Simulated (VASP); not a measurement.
```yaml
crystal:
  lattice:
    - [0.00000, 3.22317, 3.22317]
    - [3.22317, 0.00000, 3.22317]
    - [3.22317, 3.22317, 0.00000]
  atoms:
    - { symbol: Na, position: [0.00000, 0.00000, 0.00000] }
    - { symbol: I, position: [0.50000, 0.50000, 0.50000] }
```

Computed with r2SCAN meta-GGA, VASP's PBE PAW potentials (set 64) (plane waves; VASP 6.6.1). Numerical set-up: 400 eV cut-off, 9×9×9 Γ-centred mesh, Gaussian smearing of 0.010 eV, potentials Na_pv I.

Problem. Give the direction-averaged independent-particle dielectric function (no local fields, no excitons; a broadening of 0.1 eV leaves a tail below the gap, and fine structure carries the noise of the k-mesh).

Solution. 
```json
[
 {"ħω (eV)": "0.00", "ε₁": "3.37", "ε₂": "0.00"},
 {"ħω (eV)": "0.30", "ε₁": "3.37", "ε₂": "0.00"},
 {"ħω (eV)": "0.60", "ε₁": "3.38", "ε₂": "0.01"},
 {"ħω (eV)": "0.90", "ε₁": "3.40", "ε₂": "0.01"},
 {"ħω (eV)": "1.20", "ε₁": "3.43", "ε₂": "0.01"},
 {"ħω (eV)": "1.50", "ε₁": "3.47", "ε₂": "0.01"},
 {"ħω (eV)": "1.90", "ε₁": "3.53", "ε₂": "0.02"},
 {"ħω (eV)": "2.20", "ε₁": "3.59", "ε₂": "0.02"},
 {"ħω (eV)": "2.50", "ε₁": "3.67", "ε₂": "0.03"},
 {"ħω (eV)": "2.80", "ε₁": "3.76", "ε₂": "0.03"},
 {"ħω (eV)": "3.10", "ε₁": "3.87", "ε₂": "0.04"},
 {"ħω (eV)": "3.40", "ε₁": "4.00", "ε₂": "0.05"},
 {"ħω (eV)": "3.80", "ε₁": "4.24", "ε₂": "0.07"},
 {"ħω (eV)": "4.10", "ε₁": "4.49", "ε₂": "0.10"},
 {"ħω (eV)": "4.40", "ε₁": "4.85", "ε₂": "0.22"},
 {"ħω (eV)": "4.70", "ε₁": "5.24", "ε₂": "0.30"},
 {"ħω (eV)": "5.00", "ε₁": "5.41", "ε₂": "0.87"},
 {"ħω (eV)": "5.40", "ε₁": "6.20", "ε₂": "0.98"},
 {"ħω (eV)": "5.70", "ε₁": "7.01", "ε₂": "1.82"},
 {"ħω (eV)": "6.00", "ε₁": "7.09", "ε₂": "3.16"},
 {"ħω (eV)": "6.30", "ε₁": "9.00", "ε₂": "5.29"},
 {"ħω (eV)": "6.60", "ε₁": "4.64", "ε₂": "6.76"},
 {"ħω (eV)": "6.90", "ε₁": "4.02", "ε₂": "7.09"},
 {"ħω (eV)": "7.30", "ε₁": "1.76", "ε₂": "6.02"},
 {"ħω (eV)": "7.60", "ε₁": "1.11", "ε₂": "4.67"},
 {"ħω (eV)": "7.90", "ε₁": "1.93", "ε₂": "5.42"},
 {"ħω (eV)": "8.20", "ε₁": "1.26", "ε₂": "6.41"},
 {"ħω (eV)": "8.50", "ε₁": "0.04", "ε₂": "5.96"},
 {"ħω (eV)": "8.90", "ε₁": "-1.29", "ε₂": "5.40"},
 {"ħω (eV)": "9.20", "ε₁": "-1.91", "ε₂": "4.44"},
 {"ħω (eV)": "9.50", "ε₁": "-1.69", "ε₂": "3.19"},
 {"ħω (eV)": "9.80", "ε₁": "-0.91", "ε₂": "3.09"},
 {"ħω (eV)": "10.10", "ε₁": "-1.90", "ε₂": "2.56"},
 {"ħω (eV)": "10.40", "ε₁": "-1.35", "ε₂": "1.84"},
 {"ħω (eV)": "10.80", "ε₁": "-1.10", "ε₂": "1.87"},
 {"ħω (eV)": "11.10", "ε₁": "-1.23", "ε₂": "1.48"},
 {"ħω (eV)": "11.40", "ε₁": "-1.22", "ε₂": "1.10"},
 {"ħω (eV)": "11.70", "ε₁": "-0.80", "ε₂": "0.79"},
 {"ħω (eV)": "12.00", "ε₁": "-0.53", "ε₂": "0.93"},
 {"ħω (eV)": "12.40", "ε₁": "-0.26", "ε₂": "0.70"}
]
```
ε₂ peaks at 6.4 eV (height 8.1), 7.0 eV (height 8.2), 8.2 eV (height 6.4); ε₁(0) averages 3.37, so the electronic refractive index below the gap tends to √3.37 = 1.84.

The compound is NaI in the rock salt structure. It was relaxed first.
